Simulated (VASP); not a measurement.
Input:

```yaml
crystal:
  lattice:
    - [1.27414, -2.20687, 0.00000]
    - [1.27414, 2.20687, 0.00000]
    - [0.00000, 0.00000, 4.21351]
  atoms:
    - { symbol: B, position: [0.66667, 0.33333, 0.50018] }
    - { symbol: B, position: [0.33333, 0.66667, 0.00018] }
    - { symbol: N, position: [0.66667, 0.33333, 0.87482] }
    - { symbol: N, position: [0.33333, 0.66667, 0.37482] }
```

All values below come from PBE GGA with D3 dispersion (zero damping), VASP's PBE PAW potentials (set 64) (plane waves; VASP). Run with 520 eV cut-off, 9×9×5 Γ-centred mesh, Gaussian smearing of 0.050 eV, potentials B N.

### Question
Predict the energy per atom (σ→0), band gap (on the k-mesh) with the smallest direct gap where there is one.

### Answer

| Quantity | Value |
|---|---|
| band gap (on the k-mesh) | 5.20 eV |
| smallest direct gap (on the k-mesh) | 8.27 eV |
| energy per atom (σ→0) | -8.844 eV/atom |

Only differences to runs with the same potentials and settings are physical.

The compound is BN in the wurtzite structure, a metastable high-pressure form. It was relaxed first. The start is the result of an earlier pass.
